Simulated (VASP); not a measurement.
MgTe: stress against strain

MgTe (wurtzite, P6_3mc, 33.419 Å³/atom and stress up to 0.02 GPa in the relaxed cell, c along z) under an equal strain ε along x and y, with z held. PBEsol in VASP (plane waves, PAW), 480 eV, 12×12×4 Γ-centred mesh, Gaussian smearing 0.05 eV; ions are relaxed, or left where forces stay under 0.02 eV/Å, within the symmetry of each cell. Stress is positive for a compressed cell.

Here s stands for strain and y for stress xx.

| strain (%) | stress xx (GPa) |
|---|---|
| -3.00 | ? |
| -1.50 | 1.31 |
| -1.00 | 0.86 |
| -0.50 | 0.43 |
| 0.00 | -0.02 |
| 0.50 | -0.42 |
| 1.00 | -0.81 |
| 1.50 | -1.19 |

Task: Fit y against s with a straight line, and predict the withheld value at s = -3.00.

Result: Means: s 0, y 0.023. About the means, the sum of products is -5.8450 and the sum of squares of s is 7.0000; the slope is their ratio. Least squares gives y = 0.023 - 0.8350·s. Residuals (row less fit): 0.035, 0.002, -0.011, -0.043, -0.026, 0.002, 0.040; standard error 0.033 (degrees of freedom: 5). The slope gives the elastic constants C11 + C12 = 84 ± 1 GPa (± standard error of the fit, which holds the terms cut off). At the withheld row, y = 0.023 - 0.8350 × (-3.0) = 2.528 GPa. The calculation gives 2.79 GPa, 0.262 GPa above the prediction (6.6 % of the range of y in the table). The row lies outside the fitted rows, so this is an extrapolation. From the scatter of the fitted rows alone, a prediction at this place has a standard error of 0.051 GPa, so the miss is 5.1 times that.

A polynomial of degree 2 through the 12 other runs of the series gives 2.79 there, so most of the miss is curvature that the fit leaves out. Spin-orbit coupling is left out, which can shift these values for the heavy elements here. Rows are the converged runs of the series near zero and its far end, less any whose ions stayed unrelaxed beside relaxed ones; series whose fitted rows scatter by over a few per cent of the range, as at a crossing or softening among them, aren't shown in this form. Most that stay on the fit to the last digits aren't either.
